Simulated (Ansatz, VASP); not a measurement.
# AlAg in two plane-wave programs, part 2 of 2

Wanted: the spread between two codes on one cell, functional and k mesh. The cell is taken from a series of runs on this material, whose earlier steps may have relaxed, scaled, displaced or heated it; both programs get it as it stands.

VASP 6.6.1 and Ansatz 0.2.0.

So far: Set-up; VASP: relaxation of cell and atoms, PBEsol; Ansatz: relaxation of cell and atoms, PBEsol; Side by side.

## Step 5: VASP: zone-centre phonons, PBEsol

Level of this step: PBEsol; plane waves and PAW (Al, Ag) (VASP).

Second derivatives magnify differences that forces hide, and they need a tight electronic threshold.

The input, INCAR:

```
SYSTEM = AlAg
PREC = Accurate
ENCUT = 500
EDIFF = 1E-08
NELM = 120
ISMEAR = 1
SIGMA = 0.15
LREAL = .FALSE.
ALGO = Normal
GGA = PS
NBANDS = 13
LASPH = .TRUE.
LORBIT = 11
LWAVE = .FALSE.
LCHARG = .FALSE.
ISIF = 2
IBRION = 8
GGA_COMPAT = .FALSE.
KPAR = 2
```

The input, POSCAR:

```
AlAg
1.0
    2.9230120486      0.0000000000      0.0000000000
   -1.4615060243      2.5314026896      0.0000000000
    0.0000000000      0.0000000000      4.3751215132
Al Ag
1 1
Direct
    0.0000000000      0.0000000000      0.5000000000
    0.6666666667      0.3333333333      0.0000000000
```

The input, KPOINTS:

```
Automatic mesh
0
Gamma
15 15 12
0 0 0
```

The projector-augmented-wave data sets are Al and Ag (PBE family, release 64).

Launch:

```bash
> mpirun -np 2 vasp_std
```

Numbers of over 12 decimals in the logs are rounded to 6 here.

The program printed:

```text
[banner, memory and clock lines left out]
running    2 mpi-ranks, on    1 nodes
[...]
[... a notice as in an earlier step ...]

 LDA part: xc-table for (Slater+PW92), standard interpolation
 POSCAR, INCAR and KPOINTS ok, starting setup
[...]
entering main loop
       N       E                     dE             d eps       ncg     rms          rms(c)
DAV:   1     0.500695641865E+02    0.50070E+02   -0.65182E+03  4930   0.953E+02
DAV:   2    -0.744021685940E+01   -0.57510E+02   -0.53166E+02  5674   0.187E+02
DAV:   3    -0.849188479605E+01   -0.10517E+01   -0.10494E+01  5944   0.255E+01
DAV:   4    -0.849654141652E+01   -0.46566E-02   -0.46564E-02  5634   0.197E+00
[...]
DAV:  12    -0.755062824076E+01    0.13134E-05   -0.15085E-06  5499   0.858E-03    0.343E-03
DAV:  13    -0.755062791851E+01    0.32225E-06   -0.34429E-07  5944   0.614E-03    0.608E-04
DAV:  14    -0.755062791312E+01    0.53867E-08   -0.12542E-08  4053   0.996E-04
   1 F= -.75506279E+01 E0= -.75503478E+01  d E =-.840363E-03
[...]
RMM:   9    -0.284626089143E+00    0.14999E-06    0.13750E-07 37904   0.260E-05    0.180E-06
RMM:  10    -0.284626074410E+00    0.14733E-07   -0.43491E-09 37642   0.752E-06    0.117E-06
RMM:  11    -0.284626076756E+00   -0.23461E-08   -0.66352E-10 31834   0.375E-06    0.402E-07
 first order change of Fermi-energy   0.12503E-05
 force on displaced ion       2 direction 1 :  -1.409   0.000   0.000
 Linear response progress:
  Degree of freedom:   4/  4
       N       E                     dE             d eps       ncg     rms          rms(c)
RMM:   1    -0.313127339235E+00   -0.31313E+00   -0.22217E-01 11512   0.391E+00
RMM:   2    -0.310046076086E+00    0.30813E-02   -0.19335E-03 11103   0.347E-01    0.934E-02
RMM:   3    -0.309862594067E+00    0.18348E-03   -0.14520E-04 12449   0.836E-02    0.513E-02
RMM:   4    -0.309891259233E+00   -0.28665E-04   -0.20836E-04 12071   0.968E-02    0.691E-03
[...]
RMM:  10    -0.309803659427E+00    0.29295E-07    0.63697E-09 13589   0.143E-05    0.178E-06
RMM:  11    -0.309803675841E+00   -0.16415E-07    0.76470E-09 12579   0.453E-06    0.801E-07
RMM:  12    -0.309803686723E+00   -0.10881E-07    0.95103E-10 10174   0.309E-06    0.974E-08
 first order change of Fermi-energy   0.11340E-03
 force on displaced ion       2 direction 3 :   0.000  -0.000  -5.427
 Linear response finished
```

Parts of OUTCAR (step 5):

```text
  Total       -0.0015894     -0.0015894      0.0163218      0.0000000      0.0000000      0.0000000
  in kB       -0.0786630     -0.0786630      0.8077847      0.0000000      0.0000000      0.0000000
  external PRESSURE =       0.2168196 kB  Pullay stress =       0.0000000 kB

 POSITION                                       TOTAL-FORCE (eV/Angst)
 -----------------------------------------------------------------------------------
      0.00000      0.00000      2.18756        -0.000000      0.000000      0.000000
      1.46151      0.84380      0.00000         0.000000     -0.000000      0.000000
 -----------------------------------------------------------------------------------
    total drift:                               -0.000000      0.000000      0.000000

[... 1 part as in an earlier step ...]

[... 1 further part left out ...]
```

## Step 6: Ansatz: zone-centre phonons, PBEsol

The same cell, functional, mesh and smearing now go to Ansatz, which takes its cutoff from its data sets.

The cell is taken from a series of runs on this material, whose earlier steps may have relaxed, scaled, displaced or heated it; both programs get it as it stands.

The input, input.yaml:

```yaml
crystal:
  lattice:
    - [2.9230120486, 0.0, 0.0]
    - [-1.4615060243, 2.5314026896, 0.0]
    - [0.0, 0.0, 4.3751215132]
  atoms:
    - { symbol: Al, position: [0.0, 0.0, 0.5] }
    - { symbol: Ag, position: [0.6666666667, 0.3333333333, 0.0] }
kpoints:
  mp_grid: { grid: [15, 15, 12] }
hamiltonian:
  xc: pbesol
  pseudopotentials: { kind: nc }
scf:
  occupations: { method: methfessel_paxton, width: 0.15 }
output:
  eigenvalues: true
phonons:
  method: dfpt
```

Launch:

```bash
> ansatz run input.yaml --threads 4 --pin off --max-ram 7168MiB --backend cpu --events-out ev --progress --plain --runs-dir out
```

The program printed:

```text
zone centre: on kpoints.mp_grid the ground state, and the responses unless they are solved on pairs of k-points, stand on 448 of the mesh's 2700 k-points, reduced under 4 symmetry operations, with k and −k counted as one. Each operation leaves every solved displacement unchanged or reverses it
[...]
Crystal: 2 atoms, lattice volume = 32.373 Å³
[...]
k mesh reduced under 4 symmetry operations, with k and −k counted as one. Each operation leaves every solved displacement unchanged or reverses it
  ASR residual: 1.809e-4 → 0.000e0 eV/Å²; symmetrization residual: 2.228e-6 eV/Å²
  ASR residual per site (eV/Å²): 1.62e-5 1.81e-4
  Γ frequencies (cm⁻¹): 0.00 0.00 0.00 133.92 133.92 262.60
  non-analytic LO–TO correction: not included (Born effective charges unavailable; polar crystals: no LO–TO splitting at Γ)
[key lines of the parts left out:]
SCF converged after 9 iterations
Free energy (F): -4278.279169 eV
Fermi energy:    13.908751 eV
```

## Step 7: Comparison

What differs besides the data sets and the points named for the pairs above, as far as they apply: the data sets hold 22 valence electrons in Ansatz (on norm-conserving files, of PseudoDojo where its log says so) and 14 in VASP. Total energies have different zeros and are not compared.

Compared:

| quantity | Ansatz | VASP | difference |
| --- | --- | --- | --- |
| optical mode 1 to 2 (cm⁻¹) | 133.9 | 133.2 | +0.53 % |
| optical mode 3 (cm⁻¹) | 262.6 | 261.4 | +0.46 % |

Modes are paired by rising frequency, not by their patterns, so a pair may set unlike modes beside each other; they are those without the splitting of longitudinal modes.

## Step 8: Summary of results

| Property | Result |
| --- | --- |
| difference in edge c after relaxation, in the typed setting (relaxation of cell and atoms, PBEsol) | -0.062 % |
| r.m.s. difference of the optical zone-centre modes, each program's sorted by frequency (zone-centre phonons, PBEsol) | 0.91 cm⁻¹ |
| difference in optical mode 1 to 2 (zone-centre phonons, PBEsol) | +0.5 % |

**Reading.** The difference in edge c after relaxation, in the typed setting is -0.062 % (relaxation of cell and atoms, PBEsol), within the 1.2 % picked in this series as the mark of a large difference, as far as the stopping tolerances let one tell. The data sets hold unlike numbers of valence electrons (22 in Ansatz and 14 in VASP), so part of the differences comes from the potentials. Among the rows given in per cent, the largest difference of the zone-centre phonons, PBEsol pair is in optical mode 1 to 2, +0.5 %. 1 further run of this series is not shown here. How closely two codes agree says nothing of how well the functional describes the real material.

[Lines on the potential files, build, host, timing and source positions are cut from VASP's logs without a mark.]

[Logs are printed without paths, hosts, clocks, repeated set-up lines and the standing remarks that a program may print on its own settings, such as how far it seeks lower states.]

[Hosts, paths, dates, database ids (printed as entryN), source tags and the programs' standing remarks are cut or masked in the printed files.]
